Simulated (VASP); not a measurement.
These are LDA (Ceperley-Alder, Perdew-Zunger), VASP's LDA PAW potentials (set 64) (plane waves; VASP) values and carry that method's errors.

Input for VASP

### KPOINTS
```
Automatic mesh
0
Gamma
 1 1 1
0 0 0
```

**POSCAR**
```
Au atom
12.0
  1.0000000000   0.0000000000   0.0000000000
  0.0000000000   1.0416666667   0.0000000000
  0.0000000000   0.0000000000   1.0833333333
Au
1
Direct
  0.0000000000   0.0000000000   0.0000000000
```

### INCAR
```
! general
SYSTEM =Au atom
PREC   =Normal
ENCUT  =520   ! plane-wave cut-off (eV)
LREAL  =.FALSE.
LASPH  =.TRUE.   ! aspherical one-centre terms
ISYM   =0

! electronic loop
EDIFF  =1E-6   ! SCF stop (eV)
NELM   =100   ! most electronic steps
ALGO   =Normal   ! blocked Davidson
LMAXMIX=6   ! l cut-off of mixed one-centre charges

! smearing
ISMEAR =0   ! Gaussian
SIGMA  =0.01   ! width (eV)

! spin
ISPIN  =2
MAGMOM =1
NUPDOWN=1

! output
LWAVE  =.TRUE.
LCHARG =.FALSE.
LORBIT =10
```

POTCAR, in this order: Au (LDA.64 set). Program: vasp_gam.

Output

OSZICAR:
```
       N       E                     dE             d eps       ncg     rms          rms(c)
DAV:   1     0.778533579656E+02    0.77853E+02   -0.15566E+03    40   0.521E+02
DAV:   2     0.301598540551E+02   -0.47694E+02   -0.46781E+02    78   0.419E+01
DAV:   3     0.386675586873E+01   -0.26293E+02   -0.21731E+02    64   0.495E+01
DAV:   4     0.416736100408E-02   -0.38626E+01   -0.38568E+01    40   0.169E+01
DAV:   5    -0.282522391047E-01   -0.32420E-01   -0.32419E-01    40   0.249E+00    0.340E+00
DAV:   6    -0.121806458574E+00   -0.93554E-01   -0.21410E-01    40   0.331E+00    0.131E+00
DAV:   7    -0.133821815023E+00   -0.12015E-01   -0.11449E-02    40   0.782E-01    0.390E-01
DAV:   8    -0.134517476081E+00   -0.69566E-03   -0.31829E-04    40   0.104E-01    0.387E-02
DAV:   9    -0.134907476972E+00   -0.39000E-03   -0.52970E-05    40   0.304E-02    0.188E-02
DAV:  10    -0.135245419736E+00   -0.33794E-03   -0.15045E-05    40   0.209E-02    0.769E-03
DAV:  11    -0.135340616319E+00   -0.95197E-04   -0.14795E-06    40   0.794E-03    0.477E-03
DAV:  12    -0.135367720067E+00   -0.27104E-04   -0.47624E-07    40   0.512E-03    0.208E-03
DAV:  13    -0.135383545175E+00   -0.15825E-04   -0.13162E-07    40   0.221E-03    0.657E-04
DAV:  14    -0.135387554655E+00   -0.40095E-05   -0.52466E-08    40   0.989E-04    0.451E-04
DAV:  15    -0.135389197496E+00   -0.16428E-05   -0.39701E-08    40   0.847E-04    0.317E-04
DAV:  16    -0.135390903498E+00   -0.17060E-05   -0.24244E-08    40   0.607E-04    0.177E-04
DAV:  17    -0.135392504171E+00   -0.16007E-05   -0.18031E-08    40   0.458E-04    0.148E-04
DAV:  18    -0.135393350499E+00   -0.84633E-06   -0.82709E-09    40   0.320E-04
   1 F= -.13539335E+00 E0= -.13539335E+00  d E =-.276637E-14  mag=     1.0000
```

OUTCAR:
```
------------------------ aborting loop because EDIFF is reached ----------------------------------------
  FORCE on cell =-STRESS in cart. coord.  units (eV):
  Direction    XX          YY          ZZ          XY          YZ          ZX
  --------------------------------------------------------------------------------------
  Total       -0.0147618     -0.0130025     -0.0150055     -0.0000007      0.0000005     -0.0000065
  in kB       -0.0121288     -0.0106832     -0.0123290     -0.0000006      0.0000004     -0.0000053
  external PRESSURE =      -0.0117137 kB  Pullay stress =       0.0000000 kB
  volume of cell :     1950.00
      direct lattice vectors                 reciprocal lattice vectors
    12.000000000  0.000000000  0.000000000     0.083333333  0.000000000  0.000000000
     0.000000000 12.500000000  0.000000000     0.000000000  0.080000000  0.000000000
     0.000000000  0.000000000 13.000000000     0.000000000  0.000000000  0.076923077
 POSITION                                       TOTAL-FORCE (eV/Angst)
 -----------------------------------------------------------------------------------
      0.00000      0.00000      0.00000         0.000000     -0.000000      0.000000
 -----------------------------------------------------------------------------------
    total drift:                                0.000000     -0.000000      0.000000
  FREE ENERGIE OF THE ION-ELECTRON SYSTEM (eV)
  ---------------------------------------------------
  free  energy   TOTEN  =        -0.1353933505 eV

  energy  without entropy=       -0.1353933505  energy(sigma->0) =       -0.13539335

 total charge

# of ion       s       p       d       tot
------------------------------------------
    1        0.468   0.000   9.027   9.495

 magnetization (x)

# of ion       s       p       d       tot
------------------------------------------
    1        0.468   0.000  -0.018   0.450
```
(Selected blocks of OUTCAR.)

The atom may not be in its lowest state.

The cell is a free atom in a box.
